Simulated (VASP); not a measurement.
VASP input:

### INCAR
```
# general
SYSTEM  = Ca(CuS)2
PREC    = Accurate
ENCUT   = 400
LREAL   = F
LASPH   = T

# electronic loop
EDIFF   = 1E-6
NELM    = 100
ALGO    = Normal
LMAXMIX = 4
LMIXTAU = T

# smearing
ISMEAR  = 0
SIGMA   = 0.05

# functional
METAGGA = R2SCAN

# ions
IBRION  = 2
NSW     = 60
ISIF    = 3
EDIFFG  = -0.02

# output
LWAVE   = F
LCHARG  = F
```

POSCAR:
```
Ca(CuS)2
1.0
  3.8907323473   0.0000000000   0.0000000000
 -1.9453661736   3.3694729647   0.0000000000
  0.0000000000   0.0000000000   6.5134539756
Cu Ca S
2 1 2
Cart
 -0.0000019453   2.2463164330   2.4384137772
  1.9453681190   1.1231565317   4.0750401984
  0.0000000000   0.0000000000   6.5134539756
 -0.0000019453   2.2463164330   4.8255979296
  1.9453681190   1.1231565317   1.6878560460
```

### KPOINTS
```
Automatic mesh
0
Gamma
6 6 3
0 0 0
```

POTCAR, in this order: Cu Ca_sv S (PBE.64 set). Program: vasp_std.

Question: Translate this r2SCAN calculation to Ansatz.

Answer: One equivalent input (not run):
Ansatz 0.2 input:
```yaml
crystal:
  lattice:
    - [3.8907323, 0.0000000, 0.0000000]
    - [-1.9453662, 3.3694730, 0.0000000]
    - [0.0000000, 0.0000000, 6.5134540]
  atoms:
    - { symbol: Cu, position: [0.3333330, 0.6666670, 0.3743657] }
    - { symbol: Cu, position: [0.6666670, 0.3333330, 0.6256343] }
    - { symbol: Ca, position: [0.0000000, 0.0000000, 1.0000000] }
    - { symbol: S, position: [0.3333330, 0.6666670, 0.7408662] }
    - { symbol: S, position: [0.6666670, 0.3333330, 0.2591338] }
kpoints:
  mp_grid: { grid: [6, 6, 3] }
hamiltonian:
  xc: r2scan
  pseudopotentials: { kind: paw }
scf:
  occupations: { method: gaussian, width: 0.05 }
  max_iter: 100
relax:
  max_steps: 60
  f_tol: 0.02
  cell: {}
output: { forces: true, stress: true, eigenvalues: true }
```
Limits of the translation: each code has its own PAW files, so the cut-off isn't converted (ENCUT is set for VASP's; basis.ecutwfc is left out, and Ansatz then takes the one that its files recommend); Ansatz stops its SCF on the density residual and VASP on the energy change (EDIFF).

The structure comes from a measured CaCu2S2 entry (P-3m1) of the Crystallography Open Database, whose conditions weren't checked. It was relaxed first. The start is the result of an earlier pass.
